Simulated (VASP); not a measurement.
Calculation: MS2 meta-GGA, VASP's PBE PAW potentials (set 64) (plane waves; VASP).

Input for VASP

File KPOINTS:
```
Automatic
0
Gamma
 9 9 9
```

**INCAR**
```
SYSTEM = Ni3Si
PREC = Accurate
ENCUT = 520
EDIFF = 1E-7
NELM = 100
ALGO = Normal
LREAL = .FALSE.
LASPH = .TRUE.
ISMEAR = 1
SIGMA = 0.1
METAGGA = MS2
LMIXTAU = .TRUE.
LMAXMIX = 4
LWAVE = .FALSE.
LCHARG = .FALSE.
ISIF = 2
```

POSCAR:
```
Ni3Si
1
    3.3814860774     0.0000000000     0.0000000000
    0.0000000000     3.3814860774     0.0000000000
    0.0000000000     0.0000000000     3.3814860774
Si Ni
1 3
Direct
  0.0000000000   0.0000000000   0.0000000000
  0.0000000000   0.5000000000   0.5000000000
  0.5000000000   0.0000000000   0.5000000000
  0.5000000000   0.5000000000   0.0000000000
```

POTCAR, in this order: Si Ni (PBE.64 set). Program: vasp_std.

Question: Estimate the energy per atom (σ→0), pressure, band gap (on the k-mesh).

Answer: 
```yaml
energy per atom (σ→0): -8.658 eV/atom
band gap (on the k-mesh): none (metal, semimetal or under 0.01 eV)
pressure: 17.51 GPa
```

File OSZICAR:
```
...
DAV:  17    -0.346315260491E+02    0.14669E-04   -0.57692E-06  1701   0.379E-02    0.226E-03
DAV:  18    -0.346315270165E+02   -0.96740E-06   -0.47774E-07  1545   0.981E-03    0.145E-03
DAV:  19    -0.346315267687E+02    0.24776E-06   -0.32595E-07  1349   0.106E-02    0.568E-04
DAV:  20    -0.346315243893E+02    0.23794E-05   -0.13116E-08   840   0.204E-03    0.265E-04
DAV:  21    -0.346315246396E+02   -0.25032E-06   -0.24170E-09   825   0.602E-04    0.206E-04
DAV:  22    -0.346315244047E+02    0.23489E-06   -0.62517E-10   815   0.383E-04    0.141E-04
DAV:  23    -0.346315243908E+02    0.13868E-07   -0.15648E-09   815   0.681E-04
   1 F= -.34631524E+02 E0= -.34630997E+02  d E =-.158204E-02
```

The compound is Ni3Si in the L1_2 structure. This cell is one point of a volume scan, at 0.94 of the reference volume. The run is not spin-polarised, so no magnetic state was tried.
